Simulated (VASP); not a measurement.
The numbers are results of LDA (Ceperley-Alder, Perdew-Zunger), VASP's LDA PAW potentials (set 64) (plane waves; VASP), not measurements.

VASP input:

File POSCAR:
```
BN
1
    1.2249464028    -2.1216703518     0.0000000000
    1.2249464028     2.1216703518     0.0000000000
    0.0000000000     0.0000000000     4.9760095108
B N
2 2
Direct
  0.3333330000   0.6666670000   0.2500000000
  0.6666670000   0.3333330000   0.7500000000
  0.6666670000   0.3333330000   0.2500000000
  0.3333330000   0.6666670000   0.7500000000
```

### KPOINTS
```
Automatic mesh
0
Gamma
10 10 5
0 0 0
```

**INCAR**
```
SYSTEM  =  BN
PREC  =  Accurate; ENCUT  =  620; LREAL  =  .False.
LASPH  =  .True.
EDIFF  =  1E-6; NELM  =  100; ALGO  =  Normal
ISMEAR  =  0; SIGMA  =  0.05
IBRION  =  2; NSW  =  40; ISIF  =  3
EDIFFG  =  -0.02; PSTRESS  =  450
LWAVE  =  .False.; LCHARG  =  .False.
```

POTCAR, in this order: B N (LDA.64 set). Program: vasp_std.

Output of the run:

### OSZICAR
```
       N       E                     dE             d eps       ncg     rms          rms(c)
DAV:   1     0.603959468925E+02    0.60396E+02   -0.96472E+03  1008   0.147E+03
DAV:   2    -0.386173341910E+02   -0.99013E+02   -0.90235E+02  1468   0.282E+02
DAV:   3    -0.419428874877E+02   -0.33256E+01   -0.33069E+01  1284   0.519E+01
DAV:   4    -0.419636452512E+02   -0.20758E-01   -0.20748E-01  1176   0.460E+00
DAV:   5    -0.419638583343E+02   -0.21308E-03   -0.21306E-03  1252   0.422E-01    0.115E+01
DAV:   6    -0.384865698492E+02    0.34773E+01   -0.82452E+00  1088   0.240E+01    0.514E+00
DAV:   7    -0.381079497663E+02    0.37862E+00   -0.55755E-01  1248   0.640E+00    0.296E+00
DAV:   8    -0.380158109384E+02    0.92139E-01   -0.19295E-01  1188   0.373E+00    0.296E-01
DAV:   9    -0.380144033123E+02    0.14076E-02   -0.56268E-03  1188   0.721E-01    0.166E-01
DAV:  10    -0.380143354987E+02    0.67814E-04   -0.25813E-04  1212   0.170E-01    0.203E-02
DAV:  11    -0.380143366312E+02   -0.11325E-05   -0.23286E-05  1204   0.424E-02    0.153E-02
DAV:  12    -0.380143360331E+02    0.59810E-06   -0.42593E-06  1132   0.182E-02
   1 F= -.30749796E+02 E0= -.30749796E+02  d E =-.307498E+02
       N       E                     dE             d eps       ncg     rms          rms(c)
DAV:   1    -0.375977029337E+02    0.41663E+00   -0.73329E+00  1052   0.316E+01    0.356E+00
DAV:   2    -0.373561717811E+02    0.24153E+00   -0.59495E-01  1156   0.750E+00    0.112E+00
DAV:   3    -0.373382224238E+02    0.17949E-01   -0.59085E-02  1108   0.216E+00    0.358E-01
DAV:   4    -0.373355221287E+02    0.27003E-02   -0.23124E-03  1192   0.492E-01    0.191E-01
DAV:   5    -0.373349027759E+02    0.61935E-03   -0.70203E-04  1140   0.235E-01    0.820E-02
DAV:   6    -0.373348882515E+02    0.14524E-04   -0.51622E-05  1156   0.694E-02    0.572E-03
DAV:   7    -0.373348882733E+02   -0.21772E-07   -0.65747E-07   788   0.863E-03
   2 F= -.30677216E+02 E0= -.30677216E+02  d E =0.725802E-01
       N       E                     dE             d eps       ncg     rms          rms(c)
DAV:   1    -0.379269037176E+02   -0.59202E+00   -0.27983E+00  1048   0.190E+01    0.222E+00
DAV:   2    -0.378303061666E+02    0.96598E-01   -0.24892E-01  1124   0.481E+00    0.658E-01
DAV:   3    -0.378240171333E+02    0.62890E-02   -0.20515E-02  1144   0.126E+00    0.210E-01
DAV:   4    -0.378228481684E+02    0.11690E-02   -0.93742E-04  1176   0.302E-01    0.103E-01
DAV:   5    -0.378226248890E+02    0.22328E-03   -0.26131E-04  1144   0.139E-01    0.470E-02
DAV:   6    -0.378226197471E+02    0.51419E-05   -0.15619E-05  1172   0.390E-02    0.278E-03
DAV:   7    -0.378226196345E+02    0.11252E-06   -0.28415E-07   628   0.525E-03
   3 F= -.30789045E+02 E0= -.30789045E+02  d E =-.392492E-01
       N       E                     dE             d eps       ncg     rms          rms(c)
DAV:   1    -0.378069736211E+02    0.15646E-01   -0.30597E+00  1020   0.164E+01    0.137E+00
DAV:   2    -0.377508899599E+02    0.56084E-01   -0.84872E-02  1248   0.266E+00    0.656E-01
DAV:   3    -0.377340221280E+02    0.16868E-01   -0.31756E-02  1184   0.150E+00    0.190E-01
DAV:   4    -0.377329693923E+02    0.10527E-02   -0.24706E-03  1276   0.469E-01    0.585E-02
DAV:   5    -0.377329259849E+02    0.43407E-04   -0.28707E-04  1172   0.153E-01    0.327E-02
DAV:   6    -0.377329159730E+02    0.10012E-04   -0.27547E-05  1188   0.499E-02    0.525E-03
DAV:   7    -0.377329159357E+02    0.37349E-07   -0.69765E-07   624   0.829E-03
   4 F= -.30819838E+02 E0= -.30819838E+02  d E =-.307927E-01
       N       E                     dE             d eps       ncg     rms          rms(c)
DAV:   1    -0.376920520690E+02    0.40864E-01   -0.16245E+00  1032   0.120E+01    0.998E-01
DAV:   2    -0.376626817413E+02    0.29370E-01   -0.44380E-02  1236   0.194E+00    0.481E-01
DAV:   3    -0.376537389163E+02    0.89428E-02   -0.16736E-02  1188   0.109E+00    0.137E-01
DAV:   4    -0.376531947126E+02    0.54420E-03   -0.12975E-03  1260   0.342E-01    0.424E-02
DAV:   5    -0.376531712454E+02    0.23467E-04   -0.15495E-04  1168   0.112E-01    0.237E-02
DAV:   6    -0.376531659202E+02    0.53252E-05   -0.14749E-05  1204   0.366E-02    0.380E-03
DAV:   7    -0.376531659036E+02    0.16571E-07   -0.35699E-07   608   0.599E-03
   5 F= -.30827786E+02 E0= -.30827786E+02  d E =-.387412E-01
       N       E                     dE             d eps       ncg     rms          rms(c)
DAV:   1    -0.376419963545E+02    0.11170E-01   -0.30628E-02  1036   0.164E+00    0.137E-01
DAV:   2    -0.376414398170E+02    0.55654E-03   -0.82612E-04  1232   0.265E-01    0.664E-02
DAV:   3    -0.376412692191E+02    0.17060E-03   -0.32557E-04  1188   0.153E-01    0.186E-02
DAV:   4    -0.376412592034E+02    0.10016E-04   -0.25308E-05  1252   0.478E-02    0.587E-03
DAV:   5    -0.376412586844E+02    0.51899E-06   -0.33339E-06  1032   0.164E-02
   6 F= -.30827904E+02 E0= -.30827904E+02  d E =-.388590E-01
```

File OUTCAR:
```
------------------------ aborting loop because EDIFF is reached ----------------------------------------
  FORCE on cell =-STRESS in cart. coord.  units (eV):
  Direction    XX          YY          ZZ          XY          YZ          ZX
  --------------------------------------------------------------------------------------
  Total        6.8616047      6.8616133      6.8297036      0.0000000      0.0000000     -0.0000000
  in kB      453.1867736    453.1873374    451.0798085      0.0000000      0.0000000     -0.0000000
  external PRESSURE =       2.4846398 kB  Pullay stress =     450.0000000 kB
  volume of cell :       24.26
      direct lattice vectors                 reciprocal lattice vectors
     1.218197696 -2.109981615  0.000000000     0.410442412 -0.236968889 -0.000000000
     1.218197696  2.109981615  0.000000000     0.410442412  0.236968889 -0.000000000
     0.000000000  0.000000000  4.718811320    -0.000000000  0.000000000  0.211917776
  FREE ENERGIE OF THE ION-ELECTRON SYSTEM (eV)
  ---------------------------------------------------
  free  energy   TOTEN  =       -37.6412586844 eV

  energy  without entropy=      -37.6412586844  energy(sigma->0) =      -37.64125868
  enthalpy is  TOTEN    =       -30.8279042062 eV   P V=        6.8133544782

 reached required accuracy - stopping structural energy minimisation
```
(Selected blocks of OUTCAR.)

CONTCAR:
```
BN
   1.00000000000000
     1.2181976957705671   -2.1099816152271993    0.0000000000000000
     1.2181976957705671    2.1099816152271993    0.0000000000000000
     0.0000000000000000    0.0000000000000000    4.7188113203690643
  B               N
     2     2
Direct
     0.3333330000000032    0.6666669999999968    0.2500000000000000
     0.6666669999999968    0.3333330000000032    0.7500000000000000
     0.6666669999999968    0.3333330000000032    0.2500000000000000
     0.3333330000000032    0.6666669999999968    0.7500000000000000
```

Energy and stress use the plane-wave basis of the starting cell.

The compound is BN in the hex structure. This run relaxes it under an external pressure of 45 GPa. Symmetry was kept, so distortions that lower it aren't found.
